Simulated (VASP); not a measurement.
These are PBE GGA, VASP's PBE PAW potentials (set 64) (plane waves; VASP) values and carry that method's errors.

The input files of a VASP run:

### INCAR
```
SYSTEM = CuTe
PREC = Accurate
ENCUT = 400
EDIFF = 1E-6
NELM = 100
ALGO = Normal
LREAL = .FALSE.
LASPH = .TRUE.
ISMEAR = 0
SIGMA = 0.05
GGA = PE
LMAXMIX = 4
LWAVE = .FALSE.
LCHARG = .FALSE.
ISIF = 2
NBANDS = 16
```

File KPOINTS:
```
Automatic mesh
0
Gamma
7 7 7
0 0 0
```

### POSCAR
```
CuTe
5.7791460
  0.0000000000   0.5000000000   0.5000000000
  0.5000000000   0.0000000000   0.5000000000
  0.5000000000   0.5000000000   0.0000000000
Te Cu
1 1
Cart
  0.2500000000   0.2500000000   0.2500000000
  0.0000000000   0.0000000000   0.0000000000
```

POTCAR, in this order: Te Cu (PBE.64 set). Program: vasp_std.

Output

### OSZICAR
```
       N       E                     dE             d eps       ncg     rms          rms(c)
DAV:   1     0.775852051518E+02    0.77585E+02   -0.59826E+03   640   0.923E+02
DAV:   2    -0.413139884708E+01   -0.81717E+02   -0.74481E+02   656   0.193E+02
DAV:   3    -0.789333483467E+01   -0.37619E+01   -0.37105E+01   888   0.486E+01
DAV:   4    -0.799145371511E+01   -0.98119E-01   -0.98097E-01   824   0.714E+00
DAV:   5    -0.799406132032E+01   -0.26076E-02   -0.26076E-02   952   0.111E+00    0.100E+01
DAV:   6    -0.843931206680E+01   -0.44525E+00   -0.20013E+01   656   0.121E+02    0.863E+00
DAV:   7    -0.689241315681E+01    0.15469E+01   -0.45810E+00   808   0.609E+01    0.222E+00
DAV:   8    -0.689506673582E+01   -0.26536E-02   -0.37697E-01   936   0.135E+01    0.148E+00
DAV:   9    -0.688116548689E+01    0.13901E-01   -0.75597E-02   984   0.681E+00    0.673E-01
DAV:  10    -0.688145009674E+01   -0.28461E-03   -0.19734E-03   968   0.648E-01    0.516E-01
DAV:  11    -0.688121204940E+01    0.23805E-03   -0.44769E-04   912   0.580E-01    0.186E-01
DAV:  12    -0.688119092157E+01    0.21128E-04   -0.21363E-04  1024   0.265E-01    0.121E-02
DAV:  13    -0.688119258500E+01   -0.16634E-05   -0.15201E-05   968   0.460E-02    0.874E-03
DAV:  14    -0.688119231402E+01    0.27098E-06   -0.12239E-06   592   0.270E-02
   1 F= -.68811923E+01 E0= -.68797896E+01  d E =-.280539E-02
```

**OUTCAR**
```
------------------------ aborting loop because EDIFF is reached ----------------------------------------
  FORCE on cell =-STRESS in cart. coord.  units (eV):
  Direction    XX          YY          ZZ          XY          YZ          ZX
  --------------------------------------------------------------------------------------
  Total        1.1245294      1.1245294      1.1245294      0.0000000     -0.0000000      0.0000000
  in kB       37.3379426     37.3379426     37.3379426      0.0000000     -0.0000000      0.0000000
  external PRESSURE =      37.3379426 kB  Pullay stress =       0.0000000 kB
  volume of cell :       48.25
      direct lattice vectors                 reciprocal lattice vectors
     0.000000000  2.889573000  2.889573000    -0.173035947  0.173035947  0.173035947
     2.889573000  0.000000000  2.889573000     0.173035947 -0.173035947  0.173035947
     2.889573000  2.889573000  0.000000000     0.173035947  0.173035947 -0.173035947
 POSITION                                       TOTAL-FORCE (eV/Angst)
 -----------------------------------------------------------------------------------
      1.44479      1.44479      1.44479        -0.000000     -0.000000     -0.000000
      0.00000      0.00000      0.00000         0.000000      0.000000      0.000000
 -----------------------------------------------------------------------------------
    total drift:                               -0.000002     -0.000002     -0.000002
  FREE ENERGIE OF THE ION-ELECTRON SYSTEM (eV)
  ---------------------------------------------------
  free  energy   TOTEN  =        -6.8811923140 eV

  energy  without entropy=       -6.8783869250  energy(sigma->0) =       -6.87978962
```
(Selected blocks of OUTCAR.)

The structure was generated: CuTe was put into the zincblende type (F-43m), which need not be its known phase. The cell was not relaxed at this level. The run is one of a series of settings (NBANDS = 16 against the base run), some of them coarse on purpose. The electron count is odd and the run is not spin-polarised, which forces a metal.
